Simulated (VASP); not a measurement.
Calculation: PBEsol GGA, VASP's PBE PAW potentials (set 64) (plane waves; VASP 6.6.1).

The input files of a VASP run:

INCAR:
```
# general
SYSTEM =MnGe
PREC   =Accurate
ENCUT  =400
LREAL  =.FALSE.
LASPH  =.TRUE.

# electronic loop
EDIFF  =1E-6
NELM   =100
ALGO   =Normal
LMAXMIX=4

# smearing
ISMEAR =1
SIGMA  =0.1

# functional
GGA    =PS

# spin
ISPIN  =2
MAGMOM =0.8 -0.1

# ions
IBRION =2
NSW    =60
ISIF   =3
EDIFFG =-0.01

# output
LWAVE  =.FALSE.
LCHARG =.FALSE.
LORBIT =10
```

**POSCAR**
```
MnGe
1
    2.8745066291    -0.0000000000     0.0000000000
   -1.4372533145     2.4893958289     0.0000000000
   -0.0000000000     0.0000000000     3.5355022865
Mn Ge
1 1
Direct
  1.0000000000   0.0000000000   0.0000000000
  0.6666670000   0.3333330000   0.5000000000
```

**KPOINTS**
```
Automatic mesh
0
Gamma
13 13 9
0 0 0
```

POTCAR, in this order: Mn_pv Ge_d (PBE.64 set). Program: vasp_std.

What VASP printed:

**OSZICAR**
```
       N       E                     dE             d eps       ncg     rms          rms(c)
DAV:   1     0.161702619415E+03    0.16170E+03   -0.13070E+04  7957   0.348E+03
DAV:   2    -0.418035143634E+01   -0.16588E+03   -0.16351E+03  7196   0.504E+02
DAV:   3    -0.163440990954E+02   -0.12164E+02   -0.11991E+02  7642   0.124E+02
DAV:   4    -0.166198251872E+02   -0.27573E+00   -0.27479E+00  8550   0.204E+01
DAV:   5    -0.166248163283E+02   -0.49911E-02   -0.49903E-02  8081   0.285E+00    0.150E+01
DAV:   6    -0.172147502997E+02   -0.58993E+00   -0.54763E+01  7393   0.592E+01    0.139E+01
DAV:   7    -0.147538078970E+02    0.24609E+01   -0.22714E+01  7317   0.399E+01    0.258E+00
DAV:   8    -0.147130573268E+02    0.40751E-01   -0.37148E-01  7410   0.568E+00    0.900E-01
DAV:   9    -0.147073530971E+02    0.57042E-02   -0.21963E-02  8662   0.153E+00    0.526E-01
DAV:  10    -0.147067650770E+02    0.58802E-03   -0.12964E-03  7967   0.484E-01    0.185E-01
DAV:  11    -0.147067971031E+02   -0.32026E-04   -0.75907E-04  7742   0.276E-01    0.107E-01
DAV:  12    -0.147070042584E+02   -0.20716E-03   -0.58320E-04  7498   0.161E-01    0.968E-02
DAV:  13    -0.147071381419E+02   -0.13388E-03   -0.22731E-04  7798   0.990E-02    0.868E-02
DAV:  14    -0.147075958929E+02   -0.45775E-03   -0.48007E-03  7417   0.434E-01    0.645E-02
DAV:  15    -0.147076484373E+02   -0.52544E-04   -0.26022E-04  8647   0.104E-01    0.488E-02
DAV:  16    -0.147076865326E+02   -0.38095E-04   -0.71678E-04  7601   0.162E-01    0.284E-02
DAV:  17    -0.147076904273E+02   -0.38947E-05   -0.14550E-04  7870   0.745E-02    0.894E-03
DAV:  18    -0.147076912763E+02   -0.84898E-06   -0.30180E-05  5752   0.409E-02    0.438E-03
DAV:  19    -0.147076919922E+02   -0.71587E-06   -0.14189E-06  3835   0.936E-03
   1 F= -.14707692E+02 E0= -.14707825E+02  d E =-.147077E+02  mag=     0.8290
       N       E                     dE             d eps       ncg     rms          rms(c)
DAV:   1    -0.147220364608E+02   -0.14345E-01   -0.27631E-01  7469   0.650E+00    0.961E-01
DAV:   2    -0.147164486734E+02    0.55878E-02   -0.13260E-01  7461   0.336E+00    0.718E-01
DAV:   3    -0.147102168944E+02    0.62318E-02   -0.53438E-02  7410   0.214E+00    0.297E-01
DAV:   4    -0.147089452821E+02    0.12716E-02   -0.31391E-03  9376   0.574E-01    0.108E-01
DAV:   5    -0.147088826472E+02    0.62635E-04   -0.29818E-04  8956   0.169E-01    0.767E-02
DAV:   6    -0.147088926424E+02   -0.99951E-05   -0.10299E-04  9035   0.994E-02    0.344E-02
DAV:   7    -0.147089104359E+02   -0.17793E-04   -0.53775E-05  8074   0.526E-02    0.257E-02
DAV:   8    -0.147089242382E+02   -0.13802E-04   -0.82659E-05  6720   0.558E-02    0.144E-02
DAV:   9    -0.147089286625E+02   -0.44243E-05   -0.30444E-05  6772   0.347E-02    0.853E-03
DAV:  10    -0.147089294189E+02   -0.75635E-06   -0.26535E-05  5762   0.306E-02    0.245E-03
DAV:  11    -0.147089297708E+02   -0.35189E-06   -0.12355E-06  4573   0.109E-02
   2 F= -.14708930E+02 E0= -.14709109E+02  d E =-.123778E-02  mag=     0.7947
       N       E                     dE             d eps       ncg     rms          rms(c)
DAV:   1    -0.147275368845E+02   -0.18607E-01   -0.37602E-01  7474   0.760E+00    0.112E+00
DAV:   2    -0.147198780604E+02    0.76588E-02   -0.18124E-01  7483   0.393E+00    0.832E-01
DAV:   3    -0.147113822965E+02    0.84958E-02   -0.72607E-02  7443   0.250E+00    0.344E-01
DAV:   4    -0.147096255669E+02    0.17567E-02   -0.43410E-03  9341   0.671E-01    0.120E-01
DAV:   5    -0.147095352056E+02    0.90361E-04   -0.35794E-04  8945   0.191E-01    0.816E-02
DAV:   6    -0.147095375322E+02   -0.23266E-05   -0.10300E-04  9090   0.105E-01    0.317E-02
DAV:   7    -0.147095507192E+02   -0.13187E-04   -0.42443E-05  8220   0.486E-02    0.210E-02
DAV:   8    -0.147095580071E+02   -0.72880E-05   -0.40103E-05  6707   0.397E-02    0.106E-02
DAV:   9    -0.147095596658E+02   -0.16586E-05   -0.90025E-06  5826   0.196E-02    0.625E-03
DAV:  10    -0.147095596736E+02   -0.78344E-08   -0.73922E-06  5523   0.166E-02
   3 F= -.14709560E+02 E0= -.14709827E+02  d E =-.186768E-02  mag=     0.7759
       N       E                     dE             d eps       ncg     rms          rms(c)
DAV:   1    -0.147100136760E+02   -0.45401E-03   -0.93085E-03  7490   0.120E+00    0.177E-01
DAV:   2    -0.147098280779E+02    0.18560E-03   -0.46048E-03  7492   0.634E-01    0.132E-01
DAV:   3    -0.147096106866E+02    0.21739E-03   -0.18127E-03  7442   0.397E-01    0.534E-02
DAV:   4    -0.147095675810E+02    0.43106E-04   -0.10666E-04  9633   0.109E-01    0.174E-02
DAV:   5    -0.147095655641E+02    0.20169E-05   -0.80842E-06  8522   0.302E-02    0.115E-02
DAV:   6    -0.147095660618E+02   -0.49773E-06   -0.15726E-06  3873   0.148E-02
   4 F= -.14709566E+02 E0= -.14709838E+02  d E =-.187407E-02  mag=     0.7760
       N       E                     dE             d eps       ncg     rms          rms(c)
DAV:   1    -0.147095976706E+02   -0.32107E-04   -0.61810E-04  7502   0.313E-01    0.461E-02
DAV:   2    -0.147095854358E+02    0.12235E-04   -0.30443E-04  7490   0.163E-01    0.339E-02
DAV:   3    -0.147095713247E+02    0.14111E-04   -0.12095E-04  7443   0.103E-01    0.142E-02
DAV:   4    -0.147095679451E+02    0.33796E-05   -0.74575E-06  6560   0.289E-02    0.423E-03
DAV:   5    -0.147095676828E+02    0.26234E-06   -0.55332E-07  3597   0.896E-03
   5 F= -.14709568E+02 E0= -.14709841E+02  d E =-.187569E-02  mag=     0.7745
```

File OUTCAR:
```
------------------------ aborting loop because EDIFF is reached ----------------------------------------
  FORCE on cell =-STRESS in cart. coord.  units (eV):
  Direction    XX          YY          ZZ          XY          YZ          ZX
  --------------------------------------------------------------------------------------
  Total        0.0069465      0.0069465      0.0146737      0.0000000      0.0000000     -0.0000000
  in kB        0.4428914      0.4428915      0.9355610      0.0000000      0.0000000     -0.0000000
  external PRESSURE =       0.6071146 kB  Pullay stress =       0.0000000 kB
  volume of cell :       25.13
      direct lattice vectors                 reciprocal lattice vectors
     2.852607708 -0.000000000 -0.000000000     0.350556439  0.202393849 -0.000000000
    -1.426303854  2.470430806  0.000000000     0.000000000  0.404787698 -0.000000000
     0.000000000  0.000000000  3.565856725     0.000000000  0.000000000  0.280437515
 POSITION                                       TOTAL-FORCE (eV/Angst)
 -----------------------------------------------------------------------------------
     -0.00000      0.00000      0.00000         0.000000     -0.000000     -0.000000
      1.42631      0.82348      1.78293        -0.000000      0.000000      0.000000
 -----------------------------------------------------------------------------------
    total drift:                               -0.000585      0.000337      0.000000
  FREE ENERGIE OF THE ION-ELECTRON SYSTEM (eV)
  ---------------------------------------------------
  free  energy   TOTEN  =       -14.7095676828 eV

  energy  without entropy=      -14.7103875134  energy(sigma->0) =      -14.70984096

 total charge

# of ion       s       p       d       tot
------------------------------------------
    1        0.307   6.318   5.302  11.926
    2        1.136   1.315  10.126  12.576
--------------------------------------------------
tot          1.443   7.633  15.427  24.502

 magnetization (x)

# of ion       s       p       d       tot
------------------------------------------
    1        0.005   0.001   0.823   0.828
    2       -0.010  -0.040   0.004  -0.046
--------------------------------------------------
tot         -0.005  -0.039   0.826   0.782

 reached required accuracy - stopping structural energy minimisation
```
(Selected blocks of OUTCAR.)

File CONTCAR:
```
MnGe
   1.00000000000000
     2.8526077084790677   -0.0000000000004398   -0.0000000000000000
    -1.4263038541902957    2.4704308058471147    0.0000000000000000
     0.0000000000000000    0.0000000000000000    3.5658567254600695
  Mn              Ge
     1     1
Direct
     0.0000000000000000    0.0000000000000000    0.0000000000000000
     0.6666669999999968    0.3333330000000032    0.5000000000000000
```

The structure was generated: MnGe was put into the WC type (P-6m2), which need not be its known phase. This run relaxes it. Symmetry was kept, so distortions that lower it aren't found. The start is the result of an earlier pass.
